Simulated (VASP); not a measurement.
The system is BP.

```
B P
1.0
     0.00000    2.27313    2.27313
     2.27313    0.00000    2.27313
     2.27313    2.27313    0.00000
B P
1 1
Direct
  0.00000 0.00000 0.00000
  0.75000 0.75000 0.75000
```

The cell is a database's computed one.

Program: VASP 6.6.1. Alike in all runs: task band structure; potentials or basis VASP PAW PBE potentials, release 64 (B, P); no spin polarisation; cell as given; smearing gaussian 0.02 eV.

Problem. Order these runs on this cell by their band gap on the k mesh, lowest first.
A. level r2SCAN; k mesh 14 × 14 × 14; cutoff (eV) 450
B. level PBE; k mesh 14 × 14 × 14; cutoff (eV) 600
C. level PBE0; k mesh 10 × 10 × 10; cutoff (eV) 450; grid for exact exchange (PRECFOCK) Fast; exchange at q = 0 truncated
D. level HSE06; k mesh 10 × 10 × 10; cutoff (eV) 450; grid for exact exchange (PRECFOCK) Fast; screening parameter 0.2 1/A

Solution. B (1.25 eV), A (1.46 eV), D (1.99 eV), C (2.65 eV).

